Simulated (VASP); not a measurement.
```
CELL_PARAMETERS angstrom
      3.80396     0.00000     0.00000
     -1.90198     3.29433     0.00000
      0.00000     0.00000     5.98335
ATOMIC_POSITIONS crystal
  Be 0.00000 0.00000 0.00000
  Be 0.00000 0.00000 0.50000
  Te 0.33333 0.66667 0.25000
  Te 0.66667 0.33333 0.75000
```

The numbers are results of PBEsol GGA, VASP's PBE PAW potentials (set 64) (plane waves; VASP), not measurements. Numerical set-up: 400 eV cut-off, 12×12×7 Γ-centred mesh, tetrahedra with Blöchl corrections, potentials Be Te.

Unless said otherwise, spin-orbit coupling is left out, though it shifts the bands of the heavy elements here.

Question: Estimate the energy per atom (σ→0), band gap (on the k-mesh) with the smallest direct gap where there is one.

Answer: 
```
Quantity                                                    Result
------------------------  ----------------------------------------
band gap (on the k-mesh)  none (metal, semimetal or under 0.01 eV)
energy per atom (σ→0)                               -3.683 eV/atom
```

Only differences to runs with the same potentials and settings are physical.

The structure was generated: BeTe was put into the NiAs type type (P6_3/mmc), which need not be its known phase. It was relaxed first, which changed the volume by +20 %.
